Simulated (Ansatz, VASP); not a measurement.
# Ta2Se in two plane-wave programs, part 3 of 3

Wanted: the spread between two codes on one cell, functional and k mesh. The cell is taken from a series of VASP runs on this material, whose earlier steps may have relaxed, scaled or displaced it; both programs get it as it stands. Valence electrons are named where the data sets of a main pair hold unlike numbers.

VASP 6.6.1 and Ansatz 0.2.0.

So far: The structure; Ansatz: zone-centre phonons, r2SCAN; VASP: zone-centre phonons, r2SCAN.

### Step 4. Comparison

Known differences besides the potentials themselves: VASP keeps PBE cores, Ansatz makes them for the functional; the data sets hold 84 valence electrons in Ansatz (on its default PAW (the set named soft_2) files) and 56 in VASP; the cutoff is 500 eV in Ansatz and 400 eV in VASP; VASP uses finite displacements, Ansatz perturbation theory. Total energies have different zeros and are not compared.

The two programs side by side:

```csv
quantity,Ansatz,VASP,difference
optical mode 1 to 2 (cm⁻¹),38.4,38.3,+0.1
optical mode 3 to 4 (cm⁻¹),74.5,73.6,+1.13 %
optical mode 5 (cm⁻¹),97.4,97.5,-0.11 %
optical mode 6 to 7 (cm⁻¹),154.5,154.0,+0.29 %
optical mode 8 to 9 (cm⁻¹),162.3,161.9,+0.25 %
optical mode 10 (cm⁻¹),170.9,170.9,+0.00 %
optical mode 11 to 12 (cm⁻¹),176.6,176.2,+0.22 %
optical mode 13 (cm⁻¹),183.8,183.5,+0.17 %
optical mode 14 (cm⁻¹),188.1,188.6,-0.27 %
optical mode 15 (cm⁻¹),210.6,211.1,-0.26 %
```

Modes are paired by rising frequency, not by their patterns, so a pair may set unlike modes beside each other; they are those without the splitting of longitudinal modes.

### Step 5. Outcome

| Item | Value |
| --- | --- |
| r.m.s. difference of the optical zone-centre modes, each program's sorted by frequency (zone-centre phonons, r2SCAN) | 0.45 cm⁻¹ |
| difference in optical mode 3 to 4 (zone-centre phonons, r2SCAN) | +1.1 % |

The r.m.s. difference of the optical zone-centre modes, each program's sorted by frequency is 0.45 cm⁻¹ (zone-centre phonons, r2SCAN). The data sets hold unlike numbers of valence electrons (84 in Ansatz and 56 in VASP), so part of the differences comes from the potentials. Among the rows given in per cent, the largest difference of the zone-centre phonons, r2SCAN pair is in optical mode 3 to 4, +1.1 %. How closely two codes agree says nothing of how well the functional describes the real material.

[Lines on the potential files, build, host, timing and source positions are cut from VASP's logs without a mark.]

[Logs are printed without paths, hosts, clocks, repeated set-up lines and the standing remarks that a program may print on its own settings, such as how far it seeks lower states.]

[Hosts, paths, dates, database ids (printed as entryN), source tags and the programs' standing remarks are cut or masked in the printed files.]
